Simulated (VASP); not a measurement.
Input for VASP

KPOINTS:
```
Automatic mesh
0
Gamma
13 13 5
0 0 0
```

**INCAR**
```
SYSTEM=TaSi
PREC=Accurate; ENCUT=400; LREAL=.FALSE.
LASPH=.TRUE.
EDIFF=1E-7; NELM=100; ALGO=Normal
LMAXMIX=6
ISMEAR=-5
GGA=PS
ISIF=2
LWAVE=.FALSE.; LCHARG=.TRUE.; LORBIT=11
NEDOS=601
LEFG=.TRUE.
```

### POSCAR
```
TaSi
1
    3.0028343319    -0.0000001496    -0.0000000000
   -1.5014169340     2.6005308013     0.0000000000
    0.0000000000     0.0000000000     7.9954098932
Ta Si
2 2
Direct
  0.0000000000   0.0000000000   0.0000000000
  0.0000000000   0.0000000000   0.5000000000
  0.3333330000   0.6666670000   0.2500000000
  0.6666670000   0.3333330000   0.7500000000
```

POTCAR, in this order: Ta_pv Si (PBE.64 set). Program: vasp_std.

Translate this PBEsol calculation to Quantum ESPRESSO's pw.x.

One equivalent input (not run):
```
&CONTROL
  calculation = 'scf'
  pseudo_dir = './pseudo'
  outdir = './out'
  tprnfor = .true.
  tstress = .true.
/
&SYSTEM
  ibrav = 0
  nat = 4
  ntyp = 2
  ecutwfc = 58
  occupations = 'tetrahedra'
  input_dft = 'pbesol'
/
&ELECTRONS
  conv_thr = 7.3e-09
  electron_maxstep = 100
/
ATOMIC_SPECIES
  Ta 180.948 Ta.upf
  Si 28.085 Si.upf
CELL_PARAMETERS angstrom
     3.0028343   -0.0000001   -0.0000000
    -1.5014169    2.6005308    0.0000000
     0.0000000    0.0000000    7.9954099
ATOMIC_POSITIONS crystal
  Ta   0.0000000  0.0000000  0.0000000
  Ta   0.0000000  0.0000000  0.5000000
  Si   0.3333330  0.6666670  0.2500000
  Si   0.6666670  0.3333330  0.7500000
K_POINTS automatic
  13 13 5 0 0 0
```
What does not carry over: the potentials are each code's own (VASP's PAW set, PseudoDojo norm-conserving files in pw.x), so ENCUT and ecutwfc are chosen apart and not converted; conv_thr bounds pw.x's estimated SCF error, while EDIFF bounds the energy change between steps; the field gradients of LEFG aren't asked of the other code.

The structure was generated: TaSi was put into the NiAs type (P6_3/mmc), which need not be its known phase. It was relaxed first, which changed the volume by -28 %.
